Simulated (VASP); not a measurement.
**A VASP study of Titanium (LDA): structure first, properties next**

Aim: relax Titanium with LDA, compute its properties on that cell and hold them against experiment. The steps: full relaxation (LDA), second relaxation, density, ELF and potential (LDA), bands along the symmetry lines (LDA), density of states (LDA), volume scan with LDA, fit for LDA and field gradients at the nuclei (LDA). Left out of this account: 1 further run (relaxation: it shows nothing beyond the runs told). The start is a cell from a database of measured crystal structures.

Calculated with VASP 6.6.1; LDA; plane waves and PAW (Ti_sv).

**Measured values to reproduce.**

“Impact of oxygen ordering on titanium lattice parameters” (2024, arxiv:2402.07147) reports for Ti, hcp alpha, by XRD, Rietveld refinement (recrystallized polycrystalline plate, 600 wppm oxygen, 298 K): lattice constant a (a of hcp cell) 2.9536 ± 0.0001 Å [textured sample, prismatic peak absent, so a is less precise than c]; lattice constant c (c of hcp cell) 4.685 ± 0.0001 Å.

**1. Starting point**

Before any relaxation, the start is as follows. It takes space group P6_3/mmc (No. 194, hexagonal). The conventional cell has a = 2.950 Å, b = 2.950 Å, c = 4.680 Å, α = 90.00°, β = 90.00°, γ = 120.00°. Ti has 12 Ti at 2.89 to 2.95 Å nearest.

**2. Full relaxation (LDA)**

The start need not lie at this functional's minimum. ISIF = 3 frees volume, shape and positions, and EDIFFG sets the threshold on forces and stress at which the search stops. LDA, the lowest rung, knows the local density alone.

INCAR

```
SYSTEM = Ti
PREC = Accurate
ENCUT = 400
EDIFF = 1E-06
NELM = 100
ISMEAR = 1
SIGMA = 0.2
LREAL = .FALSE.
ALGO = Normal
GGA = CA
NBANDS = 18
LASPH = .TRUE.
LORBIT = 11
LWAVE = .FALSE.
LCHARG = .FALSE.
KPAR = 2
IBRION = 2
NSW = 60
ISIF = 3
EDIFFG = -0.01
```

POSCAR

```
Ti
1.0
    2.9500000000      0.0000000000      0.0000000000
   -1.4750000000      2.5547749412      0.0000000000
    0.0000000000      0.0000000000      4.6800000000
Ti
2
Direct
    0.3333333333      0.6666666667      0.2500000000
    0.6666666667      0.3333333333      0.7500000000
```

KPOINTS

```
Automatic mesh
0
Gamma
8 8 4
0 0 0
```

Potentials, in the order of the species: Ti_sv (LDA family, release 64).

The run is started by

```console
> mpirun -np 2 vasp_std
```

The program printed:

```text
[banner, memory and clock lines left out]
running    2 mpi-ranks, on    1 nodes
 distrk:  each k-point on    1 cores,    2 groups
 distr:  one band on    1 cores,    1 groups

 POSCAR found type information on POSCAR Ti
 POSCAR found :  1 types and       2 ions
 LDA part: xc-table for (Slater(with rela. corr.)+CA(PZ))
 , standard interpolation
 POSCAR, INCAR and KPOINTS ok, starting setup
 FFT: planning ... GRIDC
 FFT: planning ... GRID_SOFT
 FFT: planning ... GRID
 WAVECAR not read
 entering main loop
       N       E                     dE             d eps       ncg     rms          rms(c)
DAV:   1     0.230479785951E+03    0.23048E+03   -0.11449E+04  1096   0.140E+03
DAV:   2     0.858319099976E+01   -0.22190E+03   -0.21899E+03  1104   0.411E+02
DAV:   3    -0.181913581641E+02   -0.26775E+02   -0.26435E+02  2054   0.118E+02
DAV:   4    -0.191720209784E+02   -0.98066E+00   -0.98020E+00  1296   0.235E+01
DAV:   5    -0.192190819684E+02   -0.47061E-01   -0.47055E-01  1614   0.354E+00    0.115E+01
DAV:   6    -0.170206660733E+02    0.21984E+01   -0.83904E+00  1254   0.289E+01    0.277E+00
DAV:   7    -0.169895392225E+02    0.31127E-01   -0.71747E-01  1624   0.593E+00    0.194E+00
DAV:   8    -0.170033709234E+02   -0.13832E-01   -0.18815E-01  1242   0.553E+00    0.653E-01
DAV:   9    -0.169954708818E+02    0.79000E-02   -0.44827E-02  1284   0.222E+00    0.489E-02
DAV:  10    -0.169956674825E+02   -0.19660E-03   -0.18453E-03  1538   0.282E-01    0.814E-02
DAV:  11    -0.169957321560E+02   -0.64673E-04   -0.20395E-04  1318   0.101E-01    0.252E-02
DAV:  12    -0.169957268057E+02    0.53503E-05   -0.29475E-05  1376   0.370E-02    0.648E-03
DAV:  13    -0.169957266624E+02    0.14334E-06   -0.75530E-07   760   0.841E-03
   1 F= -.16995727E+02 E0= -.17000464E+02  d E =-.169957E+02
 curvature:   0.00 expect dE= 0.000E+00 dE for cont linesearch  0.000E+00
 trial: gam= 0.00000 g(F)=  0.211E-46 g(S)=  0.406E+00 ort = 0.000E+00 (trialstep = 0.100E+01)
 search vector abs. value=  0.406E+00
 bond charge predicted
       N       E                     dE             d eps       ncg     rms          rms(c)
DAV:   2    -0.172264140373E+02    0.96236E+01   -0.34184E+01  1184   0.693E+01    0.903E+00
DAV:   3    -0.166199838641E+02    0.60643E+00   -0.10536E+01  1528   0.224E+01    0.378E+00
DAV:   4    -0.168279656515E+02   -0.20798E+00   -0.16018E+00  1306   0.110E+01    0.591E-01
DAV:   5    -0.169163850915E+02   -0.88419E-01   -0.22348E-01  1510   0.334E+00    0.102E+00
DAV:   6    -0.170191748749E+02   -0.10279E+00   -0.20552E-01  1462   0.240E+00    0.398E-01
DAV:   7    -0.170248468148E+02   -0.56719E-02   -0.12439E-02  1446   0.836E-01    0.226E-01
DAV:   8    -0.170287554209E+02   -0.39086E-02   -0.99833E-03  1434   0.610E-01    0.669E-02
DAV:   9    -0.170287854811E+02   -0.30060E-04   -0.68814E-04  1430   0.166E-01    0.720E-03
DAV:  10    -0.170287933265E+02   -0.78455E-05   -0.45039E-05  1292   0.379E-02    0.369E-03
DAV:  11    -0.170287965209E+02   -0.31944E-05   -0.14506E-05  1354   0.179E-02    0.602E-03
DAV:  12    -0.170287961550E+02    0.36593E-06   -0.12057E-06   770   0.719E-03
   2 F= -.17028796E+02 E0= -.17032411E+02  d E =-.330695E-01
[...]
3 F= -.17114832E+02 E0= -.17119363E+02  d E =-.119105E+00
[...]
4 F= -.17114827E+02 E0= -.17119347E+02  d E =-.119101E+00
[...]
5 F= -.17114907E+02 E0= -.17119404E+02  d E =-.795477E-04
[...]
6 F= -.17114917E+02 E0= -.17119403E+02  d E =-.893783E-04
[...]
7 F= -.17114919E+02 E0= -.17119414E+02  d E =-.224955E-05
 trial-energy change:   -0.000002  1 .order   -0.000007   -0.000065    0.000051
 step:   0.4944(harm=  0.5565)  dis= 0.00000  next Energy=   -17.114932 (dE=-0.157E-04)
 bond charge predicted
       N       E                     dE             d eps       ncg     rms          rms(c)
DAV:   1    -0.171153469200E+02   -0.42894E-03   -0.99441E-03  1704   0.123E+00    0.179E-01
DAV:   2    -0.171149274879E+02    0.41943E-03   -0.16993E-03  1444   0.446E-01    0.472E-02
DAV:   3    -0.171149124306E+02    0.15057E-04   -0.32088E-04  1538   0.109E-01    0.177E-02
DAV:   4    -0.171149220168E+02   -0.95862E-05   -0.42816E-05  1374   0.457E-02    0.757E-03
DAV:   5    -0.171149304123E+02   -0.83955E-05   -0.16986E-05  1380   0.248E-02    0.975E-03
DAV:   6    -0.171149328259E+02   -0.24136E-05   -0.54434E-06  1124   0.176E-02    0.257E-03
DAV:   7    -0.171149331478E+02   -0.32192E-06   -0.74064E-07   588   0.768E-03
   8 F= -.17114933E+02 E0= -.17119424E+02  d E =-.164865E-04
 curvature:  -0.28 expect dE=-0.168E-07 dE for cont linesearch -0.109E-07
 trial: gam= 0.00000 g(F)=  0.106E-46 g(S)=  0.599E-07 ort =-0.162E-05 (trialstep = 0.892E+00)
 search vector abs. value=  0.600E-07
 reached required accuracy - stopping structural energy minimisation
```

Elapsed: 37 s, on 2 MPI ranks of AMD EPYC 7R43, shared host; peak memory 0.2 GiB; 71 s of CPU time.

Lines that name or quote the potential files are left out of all logs, and their timing lines are given in words.

OUTCAR, selected parts (step 2):

```text
ion  position               nearest neighbor table
   1  0.333  0.667  0.250-   2 2.89   2 2.89   2 2.89   2 2.89   2 2.89   2 2.89
   2  0.667  0.333  0.750-   1 2.89   1 2.89   1 2.89   1 2.89   1 2.89   1 2.89

  LATTYP: Found a hexagonal cell.
 ALAT       =     2.9500000000
 C/A-ratio  =     1.5864406780

 Subroutine GETGRP returns: Found 24 space group operations
 (whereof 12 operations were pure point group operations)

The static configuration has the point symmetry D_3d.
 The point group associated with its full space group is D_6h.

 Found     30 irreducible k-points:

   k-points           NKPTS =     30   k-points in BZ     NKDIM =     30   number of bands    NBANDS=     18

   dimension x,y,z NGX =    20 NGY =   20 NGZ =   32
   dimension x,y,z NGXF=    40 NGYF=   40 NGZF=   64

   ENCUT  =  400.0 eV  29.40 Ry    5.42 a.u.   4.81  4.81  7.63*2*pi/ulx,y,z

   NELECT =      24.0000    total number of electrons

 k-points in reciprocal lattice and weights: Automatic mesh
   0.00000000  0.00000000  0.00000000       0.004
   0.12500000  0.00000000  0.00000000       0.023
   0.25000000  0.00000000  0.00000000       0.023
   0.37500000  0.00000000  0.00000000       0.023
   0.50000000  0.00000000  0.00000000       0.012
   0.12500000  0.12500000  0.00000000       0.023
   0.25000000  0.12500000  0.00000000       0.047
   0.37500000  0.12500000  0.00000000       0.047
   0.25000000  0.25000000  0.00000000       0.023
[...]
0.25000000  0.25000000  0.50000000       0.023
   0.37500000  0.25000000  0.50000000       0.023

 average (electrostatic) potential at core
       1 -71.5021       2 -71.5021

 E-fermi :   9.0453

 k-point     1 :       0.0000    0.0000    0.0000
  band No.  band energies     occupation
    ...
      6     -23.1851      2.00000
      7     -23.1639      2.00000
      8     -23.1639      2.00000
      9       2.7030      2.00000
     10       6.1100      2.00000
     11       9.7626     -0.00000
     12       9.7626     -0.00000
     13       9.9445     -0.00000
     14      10.1644     -0.00000
     15      10.3322     -0.00000
    ...

 k-point     2 :       0.1250    0.0000    0.0000
  band No.  band energies     occupation
    ...
      6     -23.2581      2.00000
      7     -23.2048      2.00000
      8     -23.1754      2.00000
      9       3.1695      2.00000
     10       6.4656      2.00000
     11       9.1594      0.18735
     12       9.2618     -0.06342
     13      10.0838     -0.00000
     14      10.1034     -0.00000
     15      10.4136     -0.00000
    ...

 k-point     3 :       0.2500    0.0000    0.0000
  band No.  band energies     occupation
    ...
      8     -23.2068      2.00000
      9       4.4042      2.00000
     10       7.0825      2.00000
     11       8.0403      2.00000
     12       8.4858      2.00055
     13       9.7464     -0.00001
     14       9.9504     -0.00000
     15      10.1290     -0.00000
     16      11.0258     -0.00000
     17      11.1621     -0.00000
    ...

  Total       -0.0010831     -0.0010831      0.0003711      0.0000000     -0.0000000      0.0000000
  in kB       -0.0542282     -0.0542282      0.0185798      0.0000000     -0.0000000      0.0000000
  external PRESSURE =      -0.0299589 kB  Pullay stress =       0.0000000 kB

  energy-cutoff  :      400.00
  volume of cell :       32.00
      direct lattice vectors                 reciprocal lattice vectors
     2.861395089  0.000000000 -0.000000000     0.349479876  0.201772300  0.000000000
    -1.430697545  2.478040838 -0.000000000    -0.000000000  0.403544601  0.000000000
    -0.000000000 -0.000000000  4.512922050    -0.000000000  0.000000000  0.221585923

 POSITION                                       TOTAL-FORCE (eV/Angst)
 -----------------------------------------------------------------------------------
     -0.00000      1.65203      1.12823        -0.000000      0.000000      0.000000
      1.43070      0.82601      3.38469         0.000000     -0.000000      0.000000
 -----------------------------------------------------------------------------------
    total drift:                               -0.000000      0.000000     -0.000000

  FREE ENERGIE OF THE ION-ELECTRON SYSTEM (eV)
  ---------------------------------------------------
  free  energy   TOTEN  =       -17.1149331478 eV

  energy  without entropy=      -17.1284057010  energy(sigma->0) =      -17.11942400

 reached required accuracy - stopping structural energy minimisation

 total charge
# of ion       s       p       d       tot
------------------------------------------
    1        2.269   6.134   1.974  10.377
    2        2.269   6.134   1.974  10.377
--------------------------------------------------
tot          4.537  12.269   3.947  20.754

[... 3 further parts left out ...]
```

CONTCAR:

```
Ti
   1.00000000000000
     2.8613950894890632    0.0000000000000000   -0.0000000000000000
    -1.4306975447445316    2.4780408377942345   -0.0000000000000000
    -0.0000000000000000   -0.0000000000000000    4.5129220495499158
  Ti
     2
Direct
     0.3333333332999970    0.6666666667000030    0.2500000000000000
     0.6666666667000030    0.3333333332999970    0.7500000000000000
```

The k-mesh is coarse for a metal. After so large a change of volume the plane waves of the start cell no longer fit, so the final stress carries a basis-set error. The run keeps the 24 symmetry operations of its start, so it cannot find a distortion of lower symmetry.

Step by step:

```tsv
step	energy less that of the first step (eV)	largest force (eV/Å)	pressure (GPa)	volume (Å³)
1	0.0000	0.0000	-10.75	35.27
2	-0.0331	0.0000	12.05	29.57
3	-0.1191	0.0000	-0.05	32.03
4	-0.1191	0.0000	0.10	31.96
5	-0.1192	0.0000	0.16	31.96
6	-0.1192	0.0000	0.15	31.97
7	-0.1192	0.0000	-0.12	32.03
8	-0.1192	0.0000	0.00	32.00
```

```tsv
conventional cell, symmetrised	before	after	change
a (Å)	2.950	2.861	-3.0 %
b (Å)	2.950	2.861	-3.0 %
c (Å)	4.680	4.513	-3.6 %
volume (Å³/atom)	17.64	16.00	-9.3 %
```

The relaxed structure:

```xyz
2
Lattice="2.8614 0.0000 0.0000 -1.4307 2.4780 0.0000 0.0000 0.0000 4.5129" Properties=species:S:1:pos:R:3 pbc="T T T"
Ti    0.0000    1.6520    1.1282
Ti    1.4307    0.8260    3.3847
```

Numbers from this step:

* electrons: 24
* bands: 18
* irreducible k-points: 30
* symmetry operations: 24
* free energy (TOTEN): -17.11 eV
* energy at zero smearing: -17.12 eV
* Fermi energy: 9.045 eV
* pressure: -0.002996 GPa
* metallic: yes
* SCF cycles over all ionic steps: 65

It ends with forces that vanish by symmetry and a pressure of 0.00 GPa. The volume lies -9.3 % from that of the database's start, which holds the thermal and zero-point expansion of its experiment. LDA is known to overbind.

**3. Second relaxation**

The basis stayed that of the start cell while the cell moved. A rerun from the cell reached resets it; the error of the finite cutoff stays.

INCAR is that of step 2.

POSCAR

```
Ti
1.0
    2.8613950895      0.0000000000      0.0000000000
   -1.4306975447      2.4780408378      0.0000000000
    0.0000000000      0.0000000000      4.5129220495
Ti
2
Direct
    0.3333333333      0.6666666667      0.2500000000
    0.6666666667      0.3333333333      0.7500000000
```

KPOINTS is that of step 2.

The run is started by

```console
> mpirun -np 2 vasp_std
```

The program printed:

```text
[... set-up lines as in an earlier step ...]
 entering main loop
       N       E                     dE             d eps       ncg     rms          rms(c)
DAV:   1     0.229052694739E+03    0.22905E+03   -0.11465E+04  1080   0.144E+03
DAV:   2     0.807614044061E+01   -0.22098E+03   -0.21822E+03  1098   0.413E+02
DAV:   3    -0.181525245472E+02   -0.26229E+02   -0.25997E+02  2040   0.118E+02
DAV:   4    -0.189757790993E+02   -0.82325E+00   -0.82294E+00  1238   0.219E+01
DAV:   5    -0.190091091846E+02   -0.33330E-01   -0.33327E-01  1660   0.316E+00    0.126E+01
DAV:   6    -0.171135200200E+02    0.18956E+01   -0.67161E+00  1264   0.271E+01    0.338E+00
DAV:   7    -0.170846530757E+02    0.28867E-01   -0.77135E-01  1626   0.647E+00    0.204E+00
DAV:   8    -0.171080096323E+02   -0.23357E-01   -0.21507E-01  1212   0.586E+00    0.759E-01
DAV:   9    -0.170991690049E+02    0.88406E-02   -0.46167E-02  1216   0.247E+00    0.618E-02
DAV:  10    -0.170995315276E+02   -0.36252E-03   -0.26567E-03  1594   0.329E-01    0.906E-02
DAV:  11    -0.170995515597E+02   -0.20032E-04   -0.17370E-04  1268   0.113E-01    0.339E-02
DAV:  12    -0.170995412308E+02    0.10329E-04   -0.41208E-05  1304   0.523E-02    0.238E-03
DAV:  13    -0.170995418374E+02   -0.60658E-06   -0.79560E-07   764   0.803E-03
   1 F= -.17099542E+02 E0= -.17104038E+02  d E =-.170995E+02
 curvature:   0.00 expect dE= 0.000E+00 dE for cont linesearch  0.000E+00
 trial: gam= 0.00000 g(F)=  0.954E-48 g(S)=  0.930E-04 ort = 0.000E+00 (trialstep = 0.100E+01)
 search vector abs. value=  0.930E-04
 bond charge predicted
       N       E                     dE             d eps       ncg     rms          rms(c)
DAV:   1    -0.171017393613E+02   -0.21981E-02   -0.54686E-02  1384   0.291E+00    0.402E-01
DAV:   2    -0.170995896720E+02    0.21497E-02   -0.10370E-02  1552   0.108E+00    0.119E-01
DAV:   3    -0.170994570723E+02    0.13260E-03   -0.15178E-03  1516   0.255E-01    0.392E-02
DAV:   4    -0.170995043693E+02   -0.47297E-04   -0.29586E-04  1390   0.112E-01    0.148E-02
DAV:   5    -0.170995407028E+02   -0.36333E-04   -0.72882E-05  1422   0.534E-02    0.212E-02
DAV:   6    -0.170995557820E+02   -0.15079E-04   -0.32610E-05  1560   0.390E-02    0.475E-03
DAV:   7    -0.170995570496E+02   -0.12676E-05   -0.36306E-06   974   0.117E-02    0.191E-03
DAV:   8    -0.170995571875E+02   -0.13786E-06   -0.54830E-07   562   0.566E-03
   2 F= -.17099557E+02 E0= -.17104035E+02  d E =-.153501E-04
 trial-energy change:   -0.000015  1 .order   -0.000011   -0.000093    0.000071
 step:   0.6053(harm=  0.5665)  dis= 0.00000  next Energy=   -17.099571 (dE=-0.291E-04)
 bond charge predicted
       N       E                     dE             d eps       ncg     rms          rms(c)
DAV:   1    -0.170999167323E+02   -0.35968E-03   -0.85712E-03  1392   0.115E+00    0.160E-01
DAV:   2    -0.170995745871E+02    0.34215E-03   -0.16331E-03  1544   0.429E-01    0.474E-02
DAV:   3    -0.170995558756E+02    0.18712E-04   -0.24007E-04  1504   0.101E-01    0.154E-02
DAV:   4    -0.170995645470E+02   -0.86713E-05   -0.45533E-05  1372   0.442E-02    0.586E-03
DAV:   5    -0.170995702554E+02   -0.57084E-05   -0.11458E-05  1336   0.210E-02    0.835E-03
DAV:   6    -0.170995722595E+02   -0.20041E-05   -0.49385E-06  1126   0.154E-02    0.175E-03
DAV:   7    -0.170995724254E+02   -0.16595E-06   -0.49146E-07   540   0.574E-03
   3 F= -.17099572E+02 E0= -.17104058E+02  d E =-.305880E-04
 curvature:  -0.28 expect dE=-0.358E-06 dE for cont linesearch -0.349E-06
 trial: gam= 0.00000 g(F)=  0.188E-47 g(S)=  0.128E-05 ort =-0.107E-04 (trialstep = 0.921E+00)
 search vector abs. value=  0.128E-05
 reached required accuracy - stopping structural energy minimisation
```

Elapsed: 17 s, on 2 MPI ranks; peak memory 0.18 GiB.

Parts of OUTCAR (step 3):

```text
  LATTYP: Found a hexagonal cell.
 ALAT       =     2.8613950895
 C/A-ratio  =     1.5771754366

 Found     30 irreducible k-points:

   dimension x,y,z NGX =    20 NGY =   20 NGZ =   30
   dimension x,y,z NGXF=    40 NGYF=   40 NGZF=   60

   ENCUT  =  400.0 eV  29.40 Ry    5.42 a.u.   4.67  4.67  7.36*2*pi/ulx,y,z

   NELECT =      24.0000    total number of electrons

 E-fermi :   9.0659

 k-point     1 :       0.0000    0.0000    0.0000
  band No.  band energies     occupation
    ...
      6     -23.1600      2.00000
      7     -23.1389      2.00000
      8     -23.1389      2.00000
      9       2.7326      2.00000
     10       6.1299      2.00000
     11       9.7836     -0.00000
     12       9.7836     -0.00000
     13       9.9661     -0.00000
     14      10.1899     -0.00000
     15      10.3546     -0.00000
    ...

 k-point     2 :       0.1250    0.0000    0.0000
  band No.  band energies     occupation
    ...
      6     -23.2336      2.00000
      7     -23.1799      2.00000
      8     -23.1505      2.00000
      9       3.2002      2.00000
     10       6.4855      2.00000
     11       9.1790      0.19194
     12       9.2844     -0.06452
     13      10.1061     -0.00000
     14      10.1254     -0.00000
     15      10.4365     -0.00000
    ...

  Total        0.0044550      0.0044550      0.0036293      0.0000000     -0.0000000     -0.0000000
  in kB        0.2234054      0.2234054      0.1819988      0.0000000     -0.0000000     -0.0000000
  external PRESSURE =       0.2096032 kB  Pullay stress =       0.0000000 kB

  energy-cutoff  :      400.00
  volume of cell :       31.95
      direct lattice vectors                 reciprocal lattice vectors
     2.859972506 -0.000000000 -0.000000000     0.349653711  0.201872664  0.000000000
    -1.429986253  2.476808844  0.000000000     0.000000000  0.403745328 -0.000000000
    -0.000000000  0.000000000  4.510340491     0.000000000  0.000000000  0.221712751

 POSITION                                       TOTAL-FORCE (eV/Angst)
 -----------------------------------------------------------------------------------
     -0.00000      1.65121      1.12759        -0.000000      0.000000      0.000000
      1.42999      0.82560      3.38276         0.000000     -0.000000      0.000000
 -----------------------------------------------------------------------------------
    total drift:                               -0.000000      0.000000     -0.000000

  FREE ENERGIE OF THE ION-ELECTRON SYSTEM (eV)
  ---------------------------------------------------
  free  energy   TOTEN  =       -17.0995724254 eV

  energy  without entropy=      -17.1130281483  energy(sigma->0) =      -17.10405767

 total charge
# of ion       s       p       d       tot
------------------------------------------
    1        2.268   6.135   1.975  10.378
    2        2.268   6.135   1.975  10.378
--------------------------------------------------
tot          4.536  12.270   3.951  20.756

[... 5 parts as in an earlier step ...]

[... 6 further parts left out ...]
```

CONTCAR:

```
Ti
   1.00000000000000
     2.8599725055459011   -0.0000000000000287   -0.0000000000000000
    -1.4299862527230003    2.4768088439567051    0.0000000000000000
    -0.0000000000000000    0.0000000000000000    4.5103404910762395
  Ti
     2
Direct
     0.3333333332999970    0.6666666667000030    0.2500000000000000
     0.6666666667000030    0.3333333332999970    0.7500000000000000
```

Little changed from the start: no atom moved by 0.005 Å and no cell edge by 0.1 %.

This step gave:

| Quantity | Value |
| --- | --- |
| free energy (TOTEN) | -17.10 eV |
| energy at zero smearing | -17.10 eV |
| Fermi energy | 9.066 eV |
| pressure | 0.02096 GPa |
| SCF cycles over all ionic steps | 28 |

It ends with forces that vanish by symmetry and a pressure of 0.02 GPa.

(Continued in part 2 of 5.)

[Lines on the potential files, build, host, timing and source positions are cut from VASP's logs without a mark.]

[Logs are printed without paths, hosts, clocks, repeated set-up lines and the standing remarks that a program may print on its own settings, such as how far it seeks lower states.]

[Hosts, paths, dates, database ids (printed as entryN), source tags and the programs' standing remarks are cut or masked in the printed files.]

[A measured line is paired with the nearest computed mode of its activity, which favours agreement.]
